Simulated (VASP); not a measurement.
Output of a VASP run:

File OUTCAR:
```
 ion  position               nearest neighbor table
   1  0.000  0.000  0.000-
  LATTYP: Found a face centered cubic cell.
 ALAT       =     3.4189641166
 Subroutine PRICEL returns:
 Original cell was already a primitive cell.
 Subroutine GETGRP returns: Found 48 space group operations
The static configuration has the point symmetry O_h .
The dynamic configuration has the point symmetry O_h .
The overall configuration has the point symmetry O_h .
 Subroutine INISYM returns: Found 48 space group operations
 Subroutine IBZKPT returns following result:
 Found    195 irreducible k-points:

 Following reciprocal coordinates:
            Coordinates               Weight
  0.000000  0.000000  0.000000      1.000000
  0.055556  0.000000  0.000000      8.000000
  0.111111  0.000000  0.000000      8.000000
  0.166667  0.000000  0.000000      8.000000
  0.222222  0.000000  0.000000      8.000000
  0.277778  0.000000  0.000000      8.000000
  0.333333  0.000000  0.000000      8.000000
  0.388889  0.000000  0.000000      8.000000
  0.444444  0.000000  0.000000      8.000000
  0.500000  0.000000  0.000000      4.000000
  0.055556  0.055556  0.000000      6.000000
  0.111111  0.055556  0.000000     24.000000
  0.166667  0.055556  0.000000     24.000000
  0.222222  0.055556  0.000000     24.000000
  0.277778  0.055556  0.000000     24.000000
  0.333333  0.055556  0.000000     24.000000
  0.388889  0.055556  0.000000     24.000000
  0.444444  0.055556  0.000000     24.000000
  0.500000  0.055556  0.000000     24.000000
 -0.444444  0.055556  0.000000     24.000000
 -0.388889  0.055556  0.000000     24.000000
 -0.333333  0.055556  0.000000     24.000000
 -0.277778  0.055556  0.000000     24.000000
 -0.222222  0.055556  0.000000     24.000000
 -0.166667  0.055556  0.000000     24.000000
 -0.111111  0.055556  0.000000     24.000000
 -0.055556  0.055556  0.000000     12.000000
  0.111111  0.111111  0.000000      6.000000
  0.166667  0.111111  0.000000     24.000000
  0.222222  0.111111  0.000000     24.000000
  0.277778  0.111111  0.000000     24.000000
  0.333333  0.111111  0.000000     24.000000
  0.388889  0.111111  0.000000     24.000000
  0.444444  0.111111  0.000000     24.000000
  0.500000  0.111111  0.000000     24.000000
 -0.444444  0.111111  0.000000     24.000000
 -0.388889  0.111111  0.000000     24.000000
 -0.333333  0.111111  0.000000     24.000000
 -0.277778  0.111111  0.000000     24.000000
 -0.222222  0.111111  0.000000     24.000000
   k-points           NKPTS =    195   k-points in BZ     NKDIM =    195   number of bands    NBANDS=      9
   number of dos      NEDOS =    301   number of ions     NIONS =      1
   total plane-waves  NPLWV =   5832
   dimension x,y,z NGX =    18 NGY =   18 NGZ =   18
   dimension x,y,z NGXF=    36 NGYF=   36 NGZF=   36
   ions per type =               1
   PREC   = accura    normal or accurate (medium, high low for compatibility)
   ISTART =      0    job   : 0-new  1-cont  2-samecut
   ICHARG =      2    charge: 1-file 2-atom 10-const
   ISPIN  =      2    spin polarized calculation?
   LNONCOLLINEAR =      F non collinear calculations
   LSORBIT =      F    spin-orbit coupling
   INIWAV =      1    electr: 0-lowe 1-rand  2-diag
   ENCUT  =  500.0 eV  36.75 Ry    6.06 a.u.   4.41  4.41  4.41*2*pi/ulx,y,z
   NELM   =    100;   NELMIN=  2; NELMDL= -5     # of ELM steps
   EDIFF  = 0.1E-05   stopping-criterion for ELM
   LREAL  =      F    real-space projection
   NLSPLINE    = F    spline interpolate recip. space projectors
   LMAXMIX     =    4 max onsite mixed and CHGCAR
   VOSKOWN=      0    Vosko Wilk Nusair interpolation
   EDIFFG = -.2E-01   stopping-criterion for IOM
   NSW    =     40    number of steps for IOM
   NBLOCK =      1;   KBLOCK =     40    inner block; outer block
   IBRION =      2    ionic relax: 0-MD 1-quasi-New 2-CG
...
```

OSZICAR:
```
       N       E                     dE             d eps       ncg     rms          rms(c)
DAV:   1     0.209395408114E+02    0.20940E+02   -0.47467E+03  7220   0.142E+03
DAV:   2    -0.726633949393E+01   -0.28206E+02   -0.27047E+02  7115   0.165E+02
DAV:   3    -0.769207627109E+01   -0.42574E+00   -0.42410E+00  8222   0.267E+01
DAV:   4    -0.769586225390E+01   -0.37860E-02   -0.37856E-02  7861   0.220E+00
DAV:   5    -0.769596003635E+01   -0.97782E-04   -0.97781E-04  8096   0.303E-01    0.111E+01
DAV:   6    -0.688897648493E+01    0.80698E+00   -0.16203E+01  7384   0.680E+01    0.554E+00
DAV:   7    -0.660582669588E+01    0.28315E+00   -0.24380E+00  7422   0.251E+01    0.219E+00
DAV:   8    -0.658360590298E+01    0.22221E-01   -0.26635E-02 10139   0.188E+00    0.944E-01
DAV:   9    -0.658124706057E+01    0.23588E-02   -0.12604E-03 10371   0.331E-01    0.270E-01
DAV:  10    -0.658057520774E+01    0.67185E-03   -0.53019E-04  9870   0.192E-01    0.398E-02
DAV:  11    -0.658057716408E+01   -0.19563E-05   -0.49991E-06  7247   0.314E-02    0.250E-02
DAV:  12    -0.658057745061E+01   -0.28653E-06   -0.52800E-06  5102   0.215E-02
   1 F= -.65805775E+01 E0= -.65806695E+01  d E =-.658058E+01  mag=     0.5997
       N       E                     dE             d eps       ncg     rms          rms(c)
DAV:   1    -0.659198438582E+01   -0.11407E-01   -0.19045E-01  7296   0.776E+00    0.902E-01
DAV:   2    -0.658395353915E+01    0.80308E-02   -0.16627E-01  7364   0.640E+00    0.445E-01
DAV:   3    -0.658076431547E+01    0.31892E-02   -0.23725E-02  7314   0.257E+00    0.145E-01
DAV:   4    -0.658051332931E+01    0.25099E-03   -0.15363E-04  7780   0.114E-01    0.840E-02
DAV:   5    -0.658047873173E+01    0.34598E-04   -0.61847E-05  9337   0.600E-02    0.138E-02
DAV:   6    -0.658047992895E+01   -0.11972E-05   -0.20311E-06  3859   0.156E-02    0.735E-03
DAV:   7    -0.658048014194E+01   -0.21299E-06   -0.77342E-07  3577   0.159E-02
   2 F= -.65804801E+01 E0= -.65805676E+01  d E =0.973087E-04  mag=     0.6002
       N       E                     dE             d eps       ncg     rms          rms(c)
DAV:   1    -0.658487895768E+01   -0.43990E-02   -0.70128E-02  7289   0.468E+00    0.542E-01
DAV:   2    -0.658187394146E+01    0.30050E-02   -0.59186E-02  7355   0.387E+00    0.257E-01
DAV:   3    -0.658077126456E+01    0.11027E-02   -0.82001E-03  7314   0.151E+00    0.878E-02
DAV:   4    -0.658067712086E+01    0.94144E-04   -0.60106E-05  7995   0.656E-02    0.484E-02
DAV:   5    -0.658066309270E+01    0.14028E-04   -0.25728E-05  9431   0.387E-02    0.845E-03
DAV:   6    -0.658066354132E+01   -0.44862E-06   -0.29116E-07  3656   0.587E-03
   3 F= -.65806635E+01 E0= -.65807536E+01  d E =-.860907E-04  mag=     0.6000
```

**OUTCAR**
```
------------------------ aborting loop because EDIFF is reached ----------------------------------------
  FORCE on cell =-STRESS in cart. coord.  units (eV):
  Direction    XX          YY          ZZ          XY          YZ          ZX
  --------------------------------------------------------------------------------------
  Total        0.0025773      0.0025773      0.0025773      0.0000000      0.0000000     -0.0000000
  in kB        0.4119788      0.4119788      0.4119788      0.0000000      0.0000000     -0.0000000
  external PRESSURE =       0.4119788 kB  Pullay stress =       0.0000000 kB
  volume of cell :       10.02
      direct lattice vectors                 reciprocal lattice vectors
    -0.000000000  1.711292626  1.711292626    -0.292176798  0.292176798  0.292176798
     1.711292626  0.000000000  1.711292626     0.292176798 -0.292176798  0.292176798
     1.711292626  1.711292626  0.000000000     0.292176798  0.292176798 -0.292176798
 POSITION                                       TOTAL-FORCE (eV/Angst)
 -----------------------------------------------------------------------------------
      0.00000      0.00000      0.00000        -0.000000      0.000000     -0.000000
 -----------------------------------------------------------------------------------
    total drift:                                0.000000     -0.000000      0.000000
  FREE ENERGIE OF THE ION-ELECTRON SYSTEM (eV)
  ---------------------------------------------------
  free  energy   TOTEN  =        -6.5806635413 eV

  energy  without entropy=       -6.5809337904  energy(sigma->0) =       -6.58075362

 total charge

# of ion       s       p       d       tot
------------------------------------------
    1        0.536   0.574   8.367   9.477

 magnetization (x)

# of ion       s       p       d       tot
------------------------------------------
    1       -0.004  -0.018   0.621   0.599

 reached required accuracy - stopping structural energy minimisation
```
(Selected blocks of OUTCAR.)

POSCAR:
```
Ni
1
    0.0000000000     1.7094820583     1.7094820583
    1.7094820583    -0.0000000000     1.7094820583
    1.7094820583     1.7094820583     0.0000000000
Ni
1
Direct
  0.0000000000   0.0000000000   0.0000000000
```

**Question.** Reconstruct the remaining input files.

**Answer.** This is not unique; one that fits is the input of the run itself, LDA (Ceperley-Alder, Perdew-Zunger), plane waves, VASP's LDA PAW potentials (set 64).

File KPOINTS:
```
kpoints
0
Gamma
 18 18 18
```

**INCAR**
```
EDIFFG = -0.02
ENCUT = 500   # plane-wave cut-off (eV)
ISPIN = 2
ISIF = 3
NELM = 100   # most electronic steps
LWAVE = .FALSE.
IBRION = 2   # conjugate gradients
LMAXMIX = 4   # l cut-off of mixed one-centre charges
LCHARG = .FALSE.
LASPH = .TRUE.   # aspherical one-centre terms
EDIFF = 1E-6
LORBIT = 10
SYSTEM = Ni
ALGO = Normal
MAGMOM = 0.6
SIGMA = 0.1   # width (eV)
PREC = Accurate
ISMEAR = 1   # Methfessel-Paxton
NSW = 40   # most ionic steps
LREAL = .FALSE.   # projection in real space or not
```

POTCAR, in this order: Ni (LDA.64 set). Program: vasp_std.

The compound is Ni in the fcc structure. This run relaxes it. Symmetry was kept, so distortions that lower it aren't found.
